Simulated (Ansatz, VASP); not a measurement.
# HfPbSO2 in two plane-wave programs, part 2 of 3

Aim: how closely do two programs agree when they are given the same cell, functional and k mesh? The cell is generated by rule, not measured, and may not be a known phase. The cell is taken from a series of runs on this material, whose earlier steps may have relaxed, scaled, displaced or heated it; both programs get it as it stands.

VASP 6.6.1 and Ansatz 0.2.0.

So far: Set-up; Ansatz: zone-centre phonons, PBEsol.

### Step 3. VASP: zone-centre phonons, PBEsol

Level of this step: PBEsol; plane waves and PAW (Hf_pv, Pb_d, S, O); invented cell (VASP).

The same cell, functional and mesh now go to VASP, with its own data sets.

Lines of VASP's logs that name or quote its potential files are left out, and so is its time.

File INCAR:

```
SYSTEM = HfPbSO2
PREC = Accurate
ENCUT = 600
EDIFF = 1E-08
NELM = 120
ISMEAR = 0
SIGMA = 0.01
LREAL = .FALSE.
ALGO = Normal
GGA = PS
NBANDS = 27
LASPH = .TRUE.
LORBIT = 11
LWAVE = .FALSE.
LCHARG = .FALSE.
ISIF = 2
IBRION = 8
LEPSILON = .TRUE.
GGA_COMPAT = .FALSE.
EFERMI = MIDGAP
KPAR = 2
```

File POSCAR:

```
HfPbSO2
1.0
    4.0398036017      0.0000000000      0.0000000000
    0.0000000000      4.0398036017      0.0000000000
    0.0000000000      0.0000000000      5.2006333057
Hf Pb S O
1 1 1 2
Direct
    0.5000000000      0.5000000000      0.5000000000
    0.0000000000      0.0000000000      0.0000000000
    0.5000000000      0.5000000000      0.0000000000
    0.5000000000      0.0000000000      0.5649863030
    0.0000000000      0.5000000000      0.4350136970
```

File KPOINTS:

```
Automatic mesh
0
Gamma
6 6 6
0 0 0
```

Potentials, in the order of the species: Hf_pv, Pb_d, S and O (PBE family, release 64).

Launch:

```sh
mpirun -np 2 vasp_std
```

Log:

```text
[banner, memory and clock lines left out]
running    2 mpi-ranks, on    1 nodes
 distrk:  each k-point on    1 cores,    2 groups
 distr:  one band on    1 cores,    1 groups

 POSCAR found type information on POSCAR HfPbS O
 POSCAR found :  4 types and       5 ions
|                                                                             |
|               ----> ADVICE to this user running VASP <----                  |
|                                                                             |
|     You enforced a specific xc type in the INCAR file but a different       |
|     [... a line on the potential file left out ...]
|     I HOPE YOU KNOW WHAT YOU ARE DOING!                                     |
|                                                                             |

 LDA part: xc-table for (Slater+PW92), standard interpolation
 POSCAR, INCAR and KPOINTS ok, starting setup
 FFT: planning ... GRIDC
 FFT: planning ... GRID_SOFT
 FFT: planning ... GRID
 WAVECAR not read
 entering main loop
       N       E                     dE             d eps       ncg     rms          rms(c)
DAV:   1     0.427456670005E+03    0.42746E+03   -0.23277E+04  2163   0.182E+03
DAV:   2     0.101599779324E+02   -0.41730E+03   -0.40136E+03  2281   0.467E+02
DAV:   3    -0.434521424709E+02   -0.53612E+02   -0.52605E+02  2769   0.157E+02
DAV:   4    -0.455475290633E+02   -0.20954E+01   -0.20867E+01  2632   0.314E+01
DAV:   5    -0.456181871497E+02   -0.70658E-01   -0.70611E-01  3005   0.599E+00    0.582E+01
DAV:   6    -0.398207010355E+02    0.57975E+01   -0.30828E+01  2375   0.337E+01    0.448E+01
DAV:   7    -0.396343242619E+02    0.18638E+00   -0.37025E+00  2556   0.121E+01    0.256E+01
DAV:   8    -0.395802723353E+02    0.54052E-01   -0.51851E-01  2927   0.600E+00    0.611E+00
DAV:   9    -0.395617589771E+02    0.18513E-01   -0.14287E-01  2735   0.261E+00    0.250E+00
DAV:  10    -0.395609144582E+02    0.84452E-03   -0.15469E-02  3190   0.106E+00    0.662E-01
DAV:  11    -0.395609885637E+02   -0.74105E-04   -0.21500E-03  3063   0.383E-01    0.806E-01
DAV:  12    -0.395608512458E+02    0.13732E-03   -0.86046E-04  2923   0.278E-01    0.258E-01
DAV:  13    -0.395608483264E+02    0.29194E-05   -0.11719E-04  3087   0.832E-02    0.245E-02
DAV:  14    -0.395608474436E+02    0.88281E-06   -0.21441E-05  3167   0.350E-02    0.166E-02
DAV:  15    -0.395608475417E+02   -0.98102E-07   -0.15092E-06  2469   0.789E-03    0.136E-02
DAV:  16    -0.395608476715E+02   -0.12977E-06   -0.46199E-07  2741   0.500E-03    0.832E-03
DAV:  17    -0.395608476174E+02    0.54052E-07   -0.45206E-08  2687   0.159E-03    0.802E-04
DAV:  18    -0.395608475933E+02    0.24122E-07   -0.36354E-09  1359   0.719E-04    0.838E-04
DAV:  19    -0.395608475794E+02    0.13913E-07   -0.46524E-09  1341   0.579E-04    0.908E-05
DAV:  20    -0.395608475795E+02   -0.10186E-09   -0.11628E-09  1320   0.508E-04
   1 F= -.39560848E+02 E0= -.39560848E+02  d E =0.000000E+00
 Linear response reoptimize wavefunctions to high precision
DAV:   1    -0.395608475802E+02   -0.69349E-09   -0.31564E-10  1332   0.129E-04
DAV:   2    -0.395608475801E+02    0.33651E-10   -0.51545E-11  1299   0.882E-05
 Linear response G [H, r] |phi>, progress :
  Direction:   1
       N       E                     dE             d eps       ncg     rms
RMM:   1    -0.160133095908E+03   -0.16013E+03    0.12520E+03  3420   0.206E+02
RMM:   2    -0.152306152201E+03    0.78269E+01   -0.98298E+01  3728   0.571E+01
RMM:   3    -0.152863498037E+03   -0.55735E+00   -0.13599E+01  3950   0.187E+01
RMM:   4    -0.152948023962E+03   -0.84526E-01   -0.19552E+00  4141   0.701E+00
RMM:   5    -0.152986123213E+03   -0.38099E-01   -0.36158E-01  4047   0.271E+00
RMM:   6    -0.152988301064E+03   -0.21779E-02   -0.69252E-02  4191   0.107E+00
RMM:   7    -0.152989184205E+03   -0.88314E-03   -0.15417E-02  4166   0.453E-01
RMM:   8    -0.152989197771E+03   -0.13567E-04   -0.47640E-03  4364   0.182E-01
RMM:   9    -0.152988980801E+03    0.21697E-03   -0.58626E-04  4431   0.817E-02
RMM:  10    -0.152988992616E+03   -0.11815E-04   -0.21184E-04  4493   0.366E-02
RMM:  11    -0.152988979187E+03    0.13429E-04   -0.58080E-05  4411   0.177E-02
RMM:  12    -0.152988936884E+03    0.42303E-04    0.35685E-04  4343   0.105E-02
RMM:  13    -0.152988930152E+03    0.67322E-05    0.43028E-04  4184   0.713E-03
RMM:  14    -0.152988929222E+03    0.92944E-06    0.53355E-04  4026   0.583E-03
RMM:  15    -0.152988927191E+03    0.20312E-05    0.50256E-04  4005   0.536E-03
RMM:  16    -0.152988926987E+03    0.20363E-06    0.52319E-04  3962   0.512E-03
RMM:  17    -0.152988924760E+03    0.22270E-05    0.56162E-04  3911   0.502E-03
RMM:  18    -0.152988925149E+03   -0.38847E-06    0.54289E-04  3857   0.496E-03
 Linear response G [H, r] |phi>, progress :
  Direction:   2
       N       E                     dE             d eps       ncg     rms
[...]
RMM:   9    -0.344303696945E+00   -0.33669E-05   -0.12053E-07  6350   0.135E-03    0.243E-04
RMM:  10    -0.344303759472E+00   -0.62527E-07   -0.77010E-08  6412   0.702E-04    0.305E-04
RMM:  11    -0.344303276688E+00    0.48278E-06   -0.42006E-08  6319   0.395E-04    0.357E-04
RMM:  12    -0.344303313439E+00   -0.36751E-07   -0.48261E-08  6403   0.281E-04    0.604E-04
[...]
RMM:   5    -0.121474140868E+00    0.28410E-04   -0.60387E-05  6242   0.478E-02    0.229E-02
RMM:   6    -0.121465467893E+00    0.86730E-05   -0.11173E-05  6308   0.174E-02    0.981E-03
RMM:   7    -0.121483721912E+00   -0.18254E-04   -0.18720E-06  6209   0.725E-03    0.645E-03
RMM:   8    -0.121490092917E+00   -0.63710E-05   -0.40051E-07  6148   0.363E-03    0.160E-03
RMM:   9    -0.121484182407E+00    0.59105E-05   -0.16004E-07  6022   0.212E-03    0.892E-04
RMM:  10    -0.121489145918E+00   -0.49635E-05   -0.46636E-08  5656   0.886E-04    0.379E-04
RMM:  11    -0.121488874939E+00    0.27098E-06    0.30703E-08  6455   0.466E-04    0.408E-04
RMM:  12    -0.121488645770E+00    0.22917E-06   -0.23474E-08  6439   0.217E-04    0.102E-04
RMM:  13    -0.121488601712E+00    0.44058E-07   -0.11983E-07  6706   0.118E-04    0.202E-04
RMM:  14    -0.121488613460E+00   -0.11748E-07   -0.54424E-08  6757   0.860E-05    0.209E-05
RMM:  15    -0.121488580309E+00    0.33151E-07   -0.57678E-08  6856   0.694E-05    0.173E-05
RMM:  16    -0.121488589966E+00   -0.96563E-08   -0.44657E-08  6563   0.628E-05    0.159E-05
 first order change of Fermi-energy   0.16044E-02
 force on displaced ion       3 direction 3 :   0.000   0.000  -9.235
 Born effective charge ion    3 direction 3 :   0.000   0.000  -3.133
 Linear response progress:
  Degree of freedom:   7/  9
       N       E                     dE             d eps       ncg     rms          rms(c)
RMM:   1    -0.369901453277E+00   -0.36990E+00    0.27213E-01  8588   0.273E+00
RMM:   2    -0.364174376929E+00    0.57271E-02   -0.13203E-02  7152   0.533E-01    0.206E-01
RMM:   3    -0.365379667335E+00   -0.12053E-02   -0.24738E-03  7140   0.241E-01    0.107E-01
RMM:   4    -0.366744967961E+00   -0.13653E-02   -0.70967E-04  7172   0.129E-01    0.174E-02
RMM:   5    -0.366715939072E+00    0.29029E-04   -0.91075E-05  8027   0.502E-02    0.761E-03
RMM:   6    -0.366670264404E+00    0.45675E-04   -0.11628E-05  7723   0.189E-02    0.214E-03
RMM:   7    -0.366685839493E+00   -0.15575E-04   -0.23825E-06  8126   0.794E-03    0.250E-03
RMM:   8    -0.366676304718E+00    0.95348E-05   -0.22778E-07  7934   0.279E-03    0.185E-03
RMM:   9    -0.366680495705E+00   -0.41910E-05   -0.59448E-08  7865   0.147E-03    0.367E-04
RMM:  10    -0.366674754108E+00    0.57416E-05   -0.17176E-08  7569   0.701E-04    0.124E-04
RMM:  11    -0.366674357445E+00    0.39666E-06   -0.43421E-08  8517   0.339E-04    0.409E-05
RMM:  12    -0.366674344784E+00    0.12661E-07   -0.40892E-08  8451   0.175E-04    0.650E-05
RMM:  13    -0.366674243995E+00    0.10079E-06   -0.38101E-08  8428   0.129E-04    0.861E-06
RMM:  14    -0.366674243407E+00    0.58745E-09   -0.51792E-08  8755   0.103E-04    0.216E-06
 first order change of Fermi-energy  -0.11670E-04
 force on displaced ion       4 direction 1 :  -2.487   0.000   0.001
 Born effective charge ion    4 direction 1 :  -1.664   0.000   0.000
 Linear response progress:
  Degree of freedom:   8/  9
       N       E                     dE             d eps       ncg     rms          rms(c)
RMM:   1    -0.384917207118E+00   -0.38492E+00    0.38563E-01  9133   0.307E+00
RMM:   2    -0.371869979753E+00    0.13047E-01   -0.35802E-02  7483   0.772E-01    0.128E+00
RMM:   3    -0.373613021255E+00   -0.17430E-02   -0.67876E-03  7420   0.396E-01    0.722E-01
RMM:   4    -0.375696773899E+00   -0.20838E-02   -0.14142E-03  7150   0.187E-01    0.809E-02
RMM:   5    -0.375726766681E+00   -0.29993E-04   -0.16420E-04  7928   0.753E-02    0.462E-02
RMM:   6    -0.375662297659E+00    0.64469E-04   -0.35402E-05  7814   0.274E-02    0.339E-02
RMM:   7    -0.375674228803E+00   -0.11931E-04   -0.52754E-06  7679   0.115E-02    0.150E-02
RMM:   8    -0.375647269442E+00    0.26959E-04   -0.94017E-07  7577   0.508E-03    0.490E-03
RMM:   9    -0.375648622018E+00   -0.13526E-05   -0.26128E-07  8196   0.250E-03    0.135E-03
RMM:  10    -0.375645318882E+00    0.33031E-05   -0.50155E-08  8206   0.948E-04    0.158E-04
RMM:  11    -0.375645166907E+00    0.15197E-06   -0.19961E-08  8243   0.387E-04    0.648E-05
RMM:  12    -0.375645116888E+00    0.50019E-07   -0.11617E-08  8485   0.168E-04    0.445E-05
RMM:  13    -0.375645009416E+00    0.10747E-06   -0.26876E-08  8494   0.106E-04    0.313E-05
RMM:  14    -0.375644994232E+00    0.15183E-07   -0.16043E-08  8499   0.832E-05    0.595E-06
RMM:  15    -0.375644990922E+00    0.33100E-08   -0.12835E-08  8376   0.719E-05    0.495E-06
 first order change of Fermi-energy   0.12362E-03
 force on displaced ion       4 direction 2 :   0.000 -12.358   0.015
 Born effective charge ion    4 direction 2 :   0.000  -5.557  -0.001
 Linear response progress:
  Degree of freedom:   9/  9
       N       E                     dE             d eps       ncg     rms          rms(c)
RMM:   1    -0.375153029525E+00   -0.37515E+00    0.28529E-01  6779   0.276E+00
RMM:   2    -0.368135419845E+00    0.70176E-02   -0.12561E-02  5844   0.561E-01    0.498E-01
RMM:   3    -0.369252497320E+00   -0.11171E-02   -0.26436E-03  5749   0.251E-01    0.307E-01
RMM:   4    -0.370802172600E+00   -0.15497E-02   -0.11024E-03  5914   0.159E-01    0.349E-02
RMM:   5    -0.370634575079E+00    0.16760E-03   -0.13279E-04  6100   0.642E-02    0.281E-02
RMM:   6    -0.370455320121E+00    0.17925E-03   -0.30590E-05  6002   0.303E-02    0.111E-02
RMM:   7    -0.370475508437E+00   -0.20188E-04   -0.53676E-06  6458   0.125E-02    0.255E-03
RMM:   8    -0.370469348451E+00    0.61600E-05   -0.10407E-06  6434   0.488E-03    0.155E-03
RMM:   9    -0.370464027874E+00    0.53206E-05   -0.18863E-07  6485   0.208E-03    0.721E-04
RMM:  10    -0.370466512925E+00   -0.24851E-05   -0.48329E-08  6340   0.890E-04    0.301E-04
RMM:  11    -0.370466246135E+00    0.26679E-06   -0.23552E-08  6559   0.402E-04    0.872E-05
RMM:  12    -0.370466159198E+00    0.86937E-07   -0.16056E-08  6227   0.218E-04    0.299E-05
RMM:  13    -0.370466264596E+00   -0.10540E-06   -0.25788E-08  6330   0.129E-04    0.171E-05
RMM:  14    -0.370466293899E+00   -0.29303E-07   -0.21700E-08  6906   0.878E-05    0.967E-06
RMM:  15    -0.370466260590E+00    0.33309E-07   -0.23550E-08  6833   0.725E-05    0.892E-06
RMM:  16    -0.370466260437E+00    0.15241E-09   -0.22170E-08  6339   0.661E-05    0.232E-06
 first order change of Fermi-energy   0.40349E+00
 force on displaced ion       4 direction 3 :   0.000   0.000  -3.540
 Born effective charge ion    4 direction 3 :   0.000   0.000  -2.402
 Born effective charges drift removed
 Linear response finished
```

(Part 2 of 3 ends here.)

[Lines on the potential files, build, host, timing and source positions are cut from VASP's logs without a mark.]

[Logs are printed without paths, hosts, clocks, repeated set-up lines and the standing remarks that a program may print on its own settings, such as how far it seeks lower states.]

[Hosts, paths, dates, database ids (printed as entryN), source tags and the programs' standing remarks are cut or masked in the printed files.]
